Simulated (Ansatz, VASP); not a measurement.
# Cross-check of Co3SiSb2 between VASP and Ansatz

One calculation is typed for both programs; each brings its own data sets and cutoff. How far apart do they land? The cell is invented: As first built, before any earlier steps moved the atoms (in the runner's words): it takes the Y2Co3Si structure with some of its atoms replaced by other elements, volume scaled by an estimate. It may not be a known or stable phase. The cell is taken from a series of VASP runs on this material, whose earlier steps may have relaxed, scaled or displaced it; both programs get it as it stands.

Calculated with Ansatz 0.2.0; plane waves, with VASP 6.6.1 beside it; relaxation of cell and atoms at PBE.

### 1. Set-up

The structure is trigonal, space group R-3m (No. 166). Conventional cell: a = 5.240 Å, b = 5.240 Å, c = 11.164 Å, α = 90.00°, β = 90.00°, γ = 120.00°. Nearest to Sb lie 9 Co at 2.70 to 3.01 Å and 1 Sb at 2.97 Å and 3 Si at 3.05 Å. Nearest to Co lie 2 Si at 2.40 Å and 4 Co at 2.62 Å and 6 Sb at 2.70 to 3.01 Å. Nearest to Si lie 6 Co at 2.40 Å and 6 Sb at 3.05 Å. As first built, before any earlier steps moved the atoms (in the runner's words): sites of the Y2Co3Si structure (space group 166) filled with other elements, volume scaled by an estimate. Farther neighbours are not listed.

As a file:

```cif
data_structure
_symmetry_space_group_name_H-M 'R-3m:H'
_symmetry_Int_Tables_number 166
_cell_length_a 5.2399
_cell_length_b 5.2399
_cell_length_c 11.1639
_cell_angle_alpha 90.000
_cell_angle_beta 90.000
_cell_angle_gamma 120.000
_cell_volume 265.46
loop_
_atom_site_label
_atom_site_type_symbol
_atom_site_symmetry_multiplicity
_atom_site_Wyckoff_symbol
_atom_site_fract_x
_atom_site_fract_y
_atom_site_fract_z
_atom_site_occupancy
Sb1 Sb 6 c 0.33333 0.66667 0.29969 1
Co1 Co 9 d 0.83333 0.16667 0.16667 1
Si1 Si 3 a 0.00000 0.00000 0.00000 1
```

### 2. Ansatz: relaxation of cell and atoms, PBE

Ansatz runs on its default PAW (the set named soft_2) files.

The relaxed volume is the usual yardstick between codes: its relative difference is about their pressure difference at one cell divided by the bulk modulus.

Contents of input.yaml:

```yaml
crystal:
  lattice:
    - [2.6199700807, 1.5126403034, 3.721310457]
    - [-2.6199700807, 1.5126403034, 3.721310457]
    - [0.0, -3.0252806067, 3.721310457]
  atoms:
    - { symbol: Sb, position: [0.6330277382, 0.6330277382, 0.6330277382] }
    - { symbol: Sb, position: [0.3669722618, 0.3669722618, 0.3669722618] }
    - { symbol: Co, position: [0.0, 0.5, 0.0], spin: 2.0 }
    - { symbol: Co, position: [0.5, 0.0, 0.0], spin: 2.0 }
    - { symbol: Co, position: [0.0, 0.0, 0.5], spin: 2.0 }
    - { symbol: Si, position: [0.0, 0.0, 0.0] }
hamiltonian:
  xc: pbe
  pseudopotentials: { kind: paw }
magnetization:
  spin_polarized: true
kpoints:
  mp_grid: { grid: [5, 5, 5] }
scf:
  occupations: { method: fermi_dirac, width: 0.05 }
relax:
  f_tol: 0.01
  max_steps: 60
  cell: { stress_tol: 0.05 }
output:
  forces: true
  stress: true
```

Started as:

```
$ ansatz run input.yaml --threads 4 --pin off --max-ram 9216MiB --backend cpu --events-out ev --progress --plain --runs-dir out
```

Numbers of over 12 decimals in the logs are rounded to 6 here.

The log of the run:

```text
Engine: ansatz 0.2.0, aarch64-unknown-linux-gnu
Pseudopotentials: kind: paw
Pseudopotential: Sb, paw, valence charge 15, recommended cutoff 420 eV (normal), Sb.paw.azcp
Pseudopotential: Co, paw, valence charge 17, recommended cutoff 420 eV (normal), Co.paw.azcp
Pseudopotential: Si, paw, valence charge 4, recommended cutoff 420 eV (normal), Si.paw.azcp
Functional definition: PBE
  parameter kappa = 0.804
  parameter beta = 0.066725
  exchange = pbe_x(kappa = kappa, mu = beta*pi^2/3)
  correlation = pbe_c(beta = beta)
Crystal: 6 atoms, lattice volume = 88.487 Å³
Basis set: ecut = 420 eV, 1723 PW (Γ), exchange–correlation on 72×72×72 points (8 copies of the dense FFT grid, shifted against one another)
Bands: 55, of which v1, the nominal top of the filled ones, is band 43 counted from 1 (42 counted from 0)
Symmetry: 12 space group operations
Space group: R-3m (ITA 166), of the structure as read, at distance tolerance 4.5e-5 Å
Magnetic group: BNS 166.97 (UNI 1327), of the structure as read, at distance tolerance 4.5e-5 Å
k-points: 19 of 125
Non-local potential: Sb, projectors of the file, l = 0: 2, l = 1: 2, l = 2: 2, l = 3: 2
Non-local potential: Co, projectors of the file, l = 0: 3, l = 1: 2, l = 2: 3, l = 3: 1
Non-local potential: Si, projectors of the file, l = 0: 2, l = 1: 2, l = 2: 2
PAW form: soft (Blöchl's): semilocal exchange-correlation on the pseudo side does not see the compensation charge
PAW one-centre angular grid: Sb, 590 points (default); XC on 64 Gauss nodes
PAW one-centre angular grid: Co, 590 points (default); XC on 64 Gauss nodes
PAW one-centre angular grid: Si, 110 points (default); XC on 64 Gauss nodes
Initial density: superposition of atomic densities (chi_scale 0.1, normalization cell)
Starting moments: Σ|m| = 6 μB on 3 of 6 sites
Initial wavefunctions: pseudopotential atomic-orbital guess
Functional: x = pbe(κ = 0.804, μ = 0.219515), c = pbe(β = 0.066725)
iter 1 solved again at ethr=3.06e-3 eV; its pass at ethr=3.10e-3 eV (dr2=2.60e0 eV) is discarded
SCF iter   1: F=—  HF=-28977.873634 eV  |F-HF|=—  |Δ(HF+E_count)|=         —  Δρ=2.57e-2 (↑2.34e-2 ↓2.57e-2)  dr2=2.62e0  dr2_m=2.19e-1  M=4.779 μB ∫|m|=5.229 μB  β_m=0.30  ethr=3.06e-3  ⟨swp⟩=1.1  Hψ=10553  notcnv=0
Mixer restart at iter 1: flushing history
preconditioner: auto → Kerker (q_TF=auto, 2.710 Å⁻¹)  [metal: Δε(μ)=0.015 eV  Ē_g=15.591 eV  σ=0.050 eV  W_gap=0.08  n_scr=26 (ndim 8)  ℏωp=30.8 eV  f_vac=0.000  D(μ)=8.23/eV (n_scr^D=94)]
spin=Collinear: Kerker preconditioning applied to the charge; magnetization (m = ρ↑ − ρ↓) channel mixes plain (no charge-response kernel on spin).
SCF iter   2: F=—  HF=-28978.886792 eV  |F-HF|=—  |Δ(HF+E_count)|=    1.01e0  Δρ=3.19e-2 (↑1.50e-2 ↓3.19e-2)  dr2=2.57e0  dr2_m=2.76e-1  M=4.515 μB ∫|m|=4.942 μB  β_m=0.65  ethr=3.06e-3  ⟨swp⟩=1.4  Hψ=2170  notcnv=0  defer=1
SCF iter   3: F=—  HF=-28981.140811 eV  |F-HF|=—  |Δ(HF+E_count)|=    2.25e0  Δρ=4.02e-2 (↑1.45e-2 ↓4.02e-2)  dr2=2.33e0  dr2_m=4.92e-1  M=3.923 μB ∫|m|=4.417 μB  β_m=0.33  ethr=3.03e-3  ⟨swp⟩=2.3  Hψ=2578  notcnv=0  defer=1
SCF iter   4: F=—  HF=-28981.572730 eV  |F-HF|=—  |Δ(HF+E_count)|=   4.32e-1  Δρ=2.86e-2 (↑1.55e-2 ↓2.86e-2)  dr2=1.19e0  dr2_m=3.30e-1  M=3.566 μB ∫|m|=4.068 μB  β_m=0.25  ethr=2.74e-3  ⟨swp⟩=2.0  Hψ=2690  notcnv=0  defer=112
SCF iter   5: F=—  HF=-28982.067986 eV  |F-HF|=—  |Δ(HF+E_count)|=   4.95e-1  Δρ=2.46e-2 (↑2.46e-2 ↓9.61e-3)  dr2=5.44e-1  dr2_m=1.21e-1  M=3.175 μB ∫|m|=3.629 μB  β_m=0.73  ethr=1.41e-3  ⟨swp⟩=2.1  Hψ=2892  notcnv=0  defer=113
SCF iter   6: F=—  HF=-28982.244986 eV  |F-HF|=—  |Δ(HF+E_count)|=   1.77e-1  Δρ=7.21e-3 (↑7.21e-3 ↓6.50e-3)  dr2=1.11e-2  dr2_m=3.26e-2  M=2.233 μB ∫|m|=2.592 μB  β_m=0.86  ethr=6.40e-4  ⟨swp⟩=3.0  Hψ=3666  notcnv=0  defer=116
SCF iter   7: F=—  HF=-28982.562108 eV  |F-HF|=—  |Δ(HF+E_count)|=         —  Δρ=5.60e-2 (↑5.37e-2 ↓5.60e-2)  dr2=2.16e-2  dr2_m=2.41e0  M=0.519 μB ∫|m|=0.771 μB  β_m=1.00  ethr=1.30e-5  ⟨swp⟩=2.0  Hψ=4080  notcnv=0  defer=116
Mixer restart at iter 7: flushing history
SCF iter   8: F=—  HF=-28982.344611 eV  |F-HF|=—  |Δ(HF+E_count)|=   2.17e-1  Δρ=1.55e-2 (↑4.64e-3 ↓1.55e-2)  dr2=9.83e-2  dr2_m=8.05e-2  M=0.311 μB ∫|m|=0.426 μB  β_m=0.86  ethr=5.88e-5  ⟨swp⟩=2.0  Hψ=3592  notcnv=0  defer=118
SCF iter   9: F=—  HF=-28982.367684 eV  |F-HF|=—  |Δ(HF+E_count)|=   2.31e-2  Δρ=1.35e-2 (↑1.35e-2 ↓2.40e-3)  dr2=8.11e-2  dr2_m=3.30e-2  M=0.188 μB ∫|m|=0.255 μB  β_m=0.91  ethr=5.88e-5  ⟨swp⟩=2.2  Hψ=4411  notcnv=0  defer=114
SCF iter  10: F=—  HF=-28982.384708 eV  |F-HF|=—  |Δ(HF+E_count)|=   1.70e-2  Δρ=1.30e-2 (↑6.12e-3 ↓1.30e-2)  dr2=1.89e-1  dr2_m=1.03e-2  M=0.135 μB ∫|m|=0.179 μB  β_m=0.71  ethr=5.88e-5  ⟨swp⟩=2.3  Hψ=4120  notcnv=0  defer=114
SCF iter  11: F=—  HF=-28982.345267 eV  |F-HF|=—  |Δ(HF+E_count)|=   3.94e-2  Δρ=3.07e-3 (↑3.07e-3 ↓2.16e-3)  dr2=1.69e-2  dr2_m=2.26e-4  M=0.036 μB ∫|m|=0.044 μB  β_m=0.88  ethr=5.88e-5  ⟨swp⟩=2.0  Hψ=4399  notcnv=0  defer=114
SCF iter  12: F=—  HF=-28982.345662 eV  |F-HF|=—  |Δ(HF+E_count)|=   3.95e-4  Δρ=9.93e-4 (↑9.93e-4 ↓5.04e-4)  dr2=2.82e-4  dr2_m=4.48e-4  M=0.020 μB ∫|m|=0.026 μB  β_m=0.94  ethr=1.99e-5  ⟨swp⟩=2.0  Hψ=2894  notcnv=0  defer=114
[...]
SCF iter  29: F=—  HF=-28982.345619 eV  |F-HF|=—  |Δ(HF+E_count)|=         —  Δρ=3.61e-4 (↑2.18e-4 ↓3.61e-4)  dr2=2.47e-5  dr2_m=5.91e-5  M=0.008 μB ∫|m|=0.014 μB  ethr=3.29e-7  ⟨swp⟩=2.0  Hψ=3660  notcnv=0  defer=114
Mixer restart at iter 29: flushing history
SCF iter  30: F=—  HF=-28982.345645 eV  |F-HF|=—  |Δ(HF+E_count)|=         —  Δρ=2.17e-5 (↑2.12e-5 ↓2.17e-5)  dr2=3.18e-8  dr2_m=3.61e-7  M=0.001 μB ∫|m|=0.001 μB  β_m=0.90  ethr=8.60e-9  ⟨swp⟩=4.0  Hψ=5971  notcnv=0  defer=106
SCF iter  31: F=—  HF=-28982.345645 eV  |F-HF|=—  |Δ(HF+E_count)|=   1.83e-9  Δρ=2.14e-5 (↑2.14e-5 ↓1.04e-5)  dr2=6.80e-8  dr2_m=2.01e-7  M=0.001 μB ∫|m|=0.001 μB  β_m=0.95  ethr=3.74e-11  ⟨swp⟩=2.0  Hψ=3814  notcnv=0  defer=106
SCF iter  32: F=—  HF=-28982.345645 eV  |F-HF|=—  |Δ(HF+E_count)|=   3.31e-8  Δρ=1.96e-5 (↑3.32e-6 ↓1.96e-5)  dr2=1.85e-7  dr2_m=8.08e-8  M=0.000 μB ∫|m|=0.001 μB  β_m=0.98  ethr=3.74e-11  ⟨swp⟩=2.3  Hψ=3777  notcnv=0  defer=106
SCF iter  33: F=—  HF=-28982.345645 eV  |F-HF|=—  |Δ(HF+E_count)|=   2.52e-8  Δρ=4.24e-6 (↑4.24e-6 ↓2.71e-6)  dr2=2.05e-8  dr2_m=8.38e-10  M=0.000 μB ∫|m|=0.000 μB  β_m=0.85  ethr=3.74e-11  ⟨swp⟩=2.1  Hψ=3757  notcnv=0  defer=106
SCF iter  34: F=-28982.345645 eV  HF=-28982.345645 eV  |F-HF|=2.62e-8  |Δ(HF+E_count)|=   7.21e-9  Δρ=3.33e-6 (↑3.30e-6 ↓3.33e-6)  dr2=3.01e-8  dr2_m=2.46e-11  M=-0.000 μB ∫|m|=0.000 μB  ethr=2.41e-11  ⟨swp⟩=2.0  Hψ=5882  notcnv=0
WARN: the starting moments were not kept: the SCF closed with an absolute magnetisation of 2.4e-5 μB, where they sum to 6 μB in size (3 sites). That is at most 0.1 of that sum. Measured as dr2_m measures the in/out step, that magnetisation stands 3.7e-10 eV from none, at or under the dr2_threshold of 1.0e-7 eV: it is no larger than a step whose dr2_m would equal this threshold. The system may hold no moment; this SCF [...]
SCF 1 converged in 34 iterations: F = -28982.345645 eV  dr2 = 3.01e-8
  greatest PAW one-centre occupation: 1.001 electrons in one spin orbital (limit 2), on the Co atom at site 4 (counted from 0), in its partial waves of l = 1
relax step   1: F+E_penalty+E_count = -28982.34564514 eV  Δ(F+E_penalty+E_count) = +0.000e0 eV  max|allowed force component| = 1.342e-3 eV/Å  Δτ_max = 0.0000 Å  P = +0.215 GPa  Ω = 88.487 Å³  (34 SCF iters, dr2 threshold 1.00e-7 eV, accepted)
[...]
relax step   2: F+E_penalty+E_count = -28982.34564914 eV  Δ(F+E_penalty+E_count) = -4.006e-6 eV  max|allowed force component| = 1.339e-3 eV/Å  Δτ_max = 0.0005 Å  P = -0.014 GPa  Ω = 88.640 Å³  energy of the carried Pulay correction = -8.704e-5 eV  (9 SCF iters, dr2 threshold 1.34e-7 eV, accepted)
[...]
relax step   3: F+E_penalty+E_count = -28982.34571818 eV  Δ(F+E_penalty+E_count) = -6.904e-5 eV  max|allowed force component| = 1.345e-3 eV/Å  Δτ_max = 0.0000 Å  P = -0.014 GPa  Ω = 88.640 Å³  stress off target by 2.44e-2 GPa  SCF on the basis re-selected at this cell (its energy is not comparable with the rows above)  (10 SCF iters)
basis re-selected at this cell: Δ(F+E_penalty+E_count) = -6.904e-5 eV, ΔP = +0.001 GPa vs the last step (what re-selecting the basis moved, of the pressure what is left beyond the Pulay correction that the steps carried, after the strain that the cell walked since its last selection, with what the two solves' SCF thresholds leave and, on support functions, any second-order correction that the steps lacked; it is no m [...]
SCF converged after 10 iterations
Magnetization: -0.0000 μB (42.5000 up, 42.5000 down)
Absolute magnetization: 0.0000 μB (∫|ρ↑−ρ↓|, with the PAW one-centre terms)
Spin contamination: 0.0000 ħ² per cell (⟨S²⟩ above its minimum at these occupations)
Per-site moments (μB) at R_I (Å): [(2.0586488325526624e-10, 1.113989), (2.058651869196159e-10, 1.113989), (-7.506774674112478e-9, 0.989638), (-7.506773854464789e-9, 0.989638), (-7.506774225059915e-9, 0.989638), (9.353488039487329e-10, 0.989638)]
Free energy (F): -28982.345718 eV
Harris-Foulkes:  -28982.345718 eV  (|F-HF|=0.00e0)
Internal energy: -28982.302058 eV  (E = F + TS)
E sigma→0 (E₀):  -28982.323888 eV
Entropy (-TS):   -0.043660 eV (-7.277 meV/atom)
Fermi energy:    16.204776 eV
--- Per-component energies (eV) ---
  E_band       = -959.556375
  E_kinetic    = 1826.229095
  E_local      = -12789.601727  (includes V_loc(G=0)·N_el)
  E_nonlocal   = 2130.468836
  E_hartree    = 5606.027190
  E_xc         = -811.489520
  E_vxc        = -858.238030  (∫ρ·V_xc dr)
  E_paw        = -14221.872816  (= ΣΔE_a)
  E_vpaw       = -2480.469009  (= ΣTr[D̂ρ^β])
  E_aug_tail   = 0.000197  (compensation charges beyond the density's cutoff)
  E_ewald      = -10722.063314
  E_smearing   = -0.043660  (= −TS)
  E_closure    = -0.000000  (closes the sum)
  Σ components = -28982.345718   (vs F -28982.345718, Δ=0.00e0)
--- Forces (eV/Å), atoms counted from 1 ---
  atom   1  Sb     0.00000000    -0.00000000    -0.00134509
  atom   2  Sb    -0.00000000     0.00000000     0.00134509
  atom   3  Co     0.00000000    -0.00000000    -0.00000000
  atom   4  Co     0.00000000     0.00000000    -0.00000000
  atom   5  Co    -0.00000000    -0.00000000     0.00000000
  atom   6  Si     0.00000000     0.00000000     0.00000000
  max |Σ_I F_I| component: 1.85e-17 eV/Å
--- Stress (GPa, compression-positive) ---
       -0.024358       0.000000      -0.000000
        0.000000      -0.024358       0.000000
       -0.000000       0.000000       0.007133
  P = ⅓ Tr σ = -0.0139 GPa (-0.139 kbar)
--- Relaxed structure (2 steps of the walk, 2 accepted, 1 SCFs on fresh bases) ---
  F+E_penalty+E_count = -28982.34571818 eV   max|allowed force component| = 1.345e-3 eV/Å   (the final SCF, on the basis selected at the relaxed cell)
  cell:  # Å, volume = 88.6404 Å³
    - [2.621762, 1.513675, 3.722672]
    - [-2.621762, 1.513675, 3.722672]
    - [0, -3.027350, 3.722672]
  atoms:
    - { symbol: Sb, position: [0.633074, 0.633074, 0.633074] }
    - { symbol: Sb, position: [0.366926, 0.366926, 0.366926] }
    - { symbol: Co, position: [0.0, 0.5, -2.7755575615628914e-17] }
    - { symbol: Co, position: [0.5, 0.0, -2.7755575615628914e-17] }
    - { symbol: Co, position: [0.0, 0.0, 0.5] }
    - { symbol: Si, position: [0, 0, 0] }
```

Wall time 16 s (4 threads of Arm Neoverse V2, shared host); peak memory 0.61 GiB; 59 s of CPU time.

(Part 1 of 2 ends here.)

[Lines on the potential files, build, host, timing and source positions are cut from VASP's logs without a mark.]

[Logs are printed without paths, hosts, clocks, repeated set-up lines and the standing remarks that a program may print on its own settings, such as how far it seeks lower states.]

[Hosts, paths, dates, database ids (printed as entryN), source tags and the programs' standing remarks are cut or masked in the printed files.]
